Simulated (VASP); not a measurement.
Given:

```
CELL_PARAMETERS angstrom
      1.78934    -3.09922     0.00000
      1.78934     3.09922     0.00000
      0.00000     0.00000     5.58988
ATOMIC_POSITIONS crystal
  Tb 0.33333 0.66667 0.25000
  Tb 0.66667 0.33333 0.75000
```

The numbers are results of optB86b-vdW, VASP's PBE PAW potentials (set 64) (plane waves; VASP), not measurements. Run with 520 eV cut-off, Gaussian smearing of 0.050 eV, potentials Tb_3.

The 4f electrons are frozen in the core of the lanthanide potential, so 4f levels, which can set the real gap, and their magnetism are missing.

### Question
Give the energies of bands 7 to 12 at the high-symmetry points, in eV from the Fermi level.

### Answer

| band | Γ | M | K | A | L | H |
|---|---|---|---|---|---|---|
| 7 | -5.00 | -1.86 | -1.05 | -3.36 | -1.97 | -0.62 |
| 8 | -2.21 | -1.53 | -0.65 | -3.36 | -1.97 | -0.62 |
| 9 | 1.59 | -1.06 | -0.65 | 0.98 | -0.03 | -0.40 |
| 10 | 1.73 | 0.25 | -0.35 | 0.98 | -0.03 | -0.40 |
| 11 | 1.73 | 1.40 | 1.17 | 1.63 | 1.90 | 0.66 |
| 12 | 2.14 | 1.65 | 1.17 | 1.63 | 1.90 | 0.66 |

It has no gap at this level: it comes out as a metal or semimetal.

The compound is Tb in the hcp structure. It was relaxed first.
